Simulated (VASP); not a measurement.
```yaml
crystal:
  lattice:
    - [-3.60772, 3.60772, 3.60772]
    - [3.60772, -3.60772, 3.60772]
    - [3.60772, 3.60772, -3.60772]
  atoms:
    - { symbol: Sc, position: [0.09882, 0.50000, 0.00000] }
    - { symbol: Sc, position: [0.50000, 0.00000, 0.59882] }
    - { symbol: Sc, position: [0.00000, 0.09882, 0.50000] }
    - { symbol: Sc, position: [0.90118, 0.90118, 0.90118] }
    - { symbol: Sc, position: [0.40118, 0.40118, 0.40118] }
    - { symbol: Sc, position: [0.00000, 0.59882, 0.50000] }
    - { symbol: Sc, position: [0.50000, 0.00000, 0.09882] }
    - { symbol: Sc, position: [0.59882, 0.50000, 0.00000] }
    - { symbol: C, position: [0.87500, 0.25000, 0.12500] }
    - { symbol: C, position: [0.75000, 0.37500, 0.62500] }
    - { symbol: C, position: [0.62500, 0.75000, 0.37500] }
    - { symbol: C, position: [0.25000, 0.12500, 0.87500] }
    - { symbol: C, position: [0.12500, 0.87500, 0.25000] }
    - { symbol: C, position: [0.37500, 0.62500, 0.75000] }
```

Computed with r2SCAN meta-GGA, VASP's PBE PAW potentials (set 64) (plane waves; VASP). Run with LREAL = Auto, 520 eV cut-off, 4×4×4 Γ-centred mesh, Gaussian smearing of 0.050 eV, potentials Sc_sv C.

Question: Estimate the energy per atom (σ→0), band gap (on the k-mesh) with the smallest direct gap where there is one.

Answer: 
```json
{
 "band gap (on the k-mesh)": "0.57 eV",
 "smallest direct gap (on the k-mesh)": "0.57 eV",
 "energy per atom (σ→0)": "-11.398 eV/atom"
}
```

The structure comes from a computed database's Sc4C3 entry (I-43d); how it stands against other phases isn't given here. It was relaxed first. The start is the result of an earlier pass.
